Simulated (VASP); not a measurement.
OSZICAR of a VASP run on SnSe2 (1T layered):

File OSZICAR:
```
       N       E                     dE             d eps       ncg     rms          rms(c)
DAV:   1     0.174467610188E+03    0.17447E+03   -0.10895E+04  1198   0.146E+03
DAV:   2     0.464916634746E+01   -0.16982E+03   -0.16720E+03  1311   0.345E+02
DAV:   3    -0.127539755362E+02   -0.17403E+02   -0.17189E+02  1517   0.111E+02
DAV:   4    -0.132364394411E+02   -0.48246E+00   -0.48185E+00  1440   0.199E+01
DAV:   5    -0.132474601866E+02   -0.11021E-01   -0.11018E-01  1863   0.296E+00    0.492E+00
DAV:   6    -0.130080511423E+02    0.23941E+00   -0.55828E-01  1765   0.882E+00    0.313E+00
DAV:   7    -0.129818960332E+02    0.26155E-01   -0.14452E-01  1506   0.296E+00    0.887E-01
DAV:   8    -0.129799537448E+02    0.19423E-02   -0.11208E-02  1434   0.110E+00    0.244E-01
DAV:   9    -0.129799864510E+02   -0.32706E-04   -0.10886E-03  1414   0.263E-01    0.703E-02
DAV:  10    -0.129799890826E+02   -0.26316E-05   -0.96858E-05  1624   0.685E-02    0.266E-02
DAV:  11    -0.129800017075E+02   -0.12625E-04   -0.25506E-05  1343   0.306E-02    0.634E-03
DAV:  12    -0.129800017828E+02   -0.75381E-07   -0.11421E-06  1645   0.953E-03    0.483E-03
DAV:  13    -0.129800020949E+02   -0.31202E-06   -0.89367E-07  1289   0.541E-03    0.117E-03
DAV:  14    -0.129800021149E+02   -0.20030E-07   -0.46344E-08  1107   0.157E-03
   1 F= -.12980002E+02 E0= -.12980002E+02  d E =0.000000E+00
```

Problem. Which electronic solver shows in the log?

Solution. It is blocked Davidson (ALGO = Normal, or the opening steps of other solvers). The INCAR had ALGO = Normal.

Problem. Can the final energy be trusted as converged?

Solution. The run converged. It stopped with EDIFF = 1E-7, NELM = 100 (PBEsol GGA, plane waves, VASP's PBE PAW potentials (set 64)). Without a dispersion term in the relaxation, distances and binding between the weakly bound layers, chains or molecules are unreliable, and so is what depends on them.

The compound is SnSe2 in the 1T layered structure. It was relaxed first.
